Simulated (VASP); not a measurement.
A run of VASP 6.6.1 is set up as follows.

File INCAR:

```
SYSTEM = MgAgI3
ALGO = Normal
EDIFF = 1E-7
ENCUT = 520
GGA = PE
ISIF = 2
ISMEAR = 0
LASPH = .TRUE.
LCHARG = .TRUE.
LELF = .TRUE.
LREAL = .FALSE.
LVHAR = .TRUE.
LWAVE = .FALSE.
NBANDS = 25
NELM = 100
PREC = Accurate
SIGMA = 0.1
```

KPOINTS

```
k-points
0
G
  4 4 4
  0 0 0
```

The input POSCAR:

```
MgAgI3
1.0
    5.8478495700      0.0000000000      0.0000000000
    0.0000000000      5.8478495700      0.0000000000
    0.0000000000      0.0000000000      5.8478495700
Mg Ag I
1 1 3
Direct
    0.0000000000      0.0000000000      0.0000000000
    0.5000000000      0.5000000000      0.5000000000
    0.5000000000      0.0000000000      0.0000000000
    0.0000000000      0.5000000000      0.0000000000
    0.0000000000      0.0000000000      0.5000000000
```

Potentials or basis: VASP PAW PBE potentials, release 64 (Mg, Ag, I).

The run is started by

```bash
$ cat potpaw_PBE.64/Mg/POTCAR potpaw_PBE.64/Ag/POTCAR potpaw_PBE.64/I/POTCAR > POTCAR
$ mpirun -np 1 vasp_std > vasp.out
```

Question: Predict the pressure.

Answer: -1.0 GPa.

Question: Estimate the band gap on the k mesh.

Answer: 0.15 eV, indirect (least direct gap 0.30 eV).

Caveat: spin-orbit coupling is left out, which moves the levels of the heavy elements. A k mesh can miss the band edges.
